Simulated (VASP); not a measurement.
Energy against volume of Sc (hcp). These are optB86b-vdW, VASP's PBE PAW potentials (set 64) (plane waves; VASP) values and carry that method's errors. Settings: 520 eV cut-off, 13×13×7 Γ-centred mesh, first-order Methfessel-Paxton smearing of 0.10 eV, potentials Sc_sv.

Shape and ions are relaxed at each volume.

| V (Å³/atom) | E (eV/atom) |
|---|---|
| 23.145 | -3.64933 |
| 23.861 | -3.65348 |
| 24.576 | -3.64988 |
| 25.292 | -3.63956 |

Problem. Fit these four points and predict the energy of the run at 22.429 Å³/atom.

Solution. A cubic in V^(−2/3), the third-order Birch-Murnaghan form, passes through the four points with V0 = 23.87 Å³/atom and B0 = 58 GPa, and gives -3.6362 eV/atom there. The run gave -3.6363 eV/atom, -0.1 meV/atom from the fit; all five points give B0 = 57 GPa.

The compound is Sc in the hcp structure. It was relaxed first.
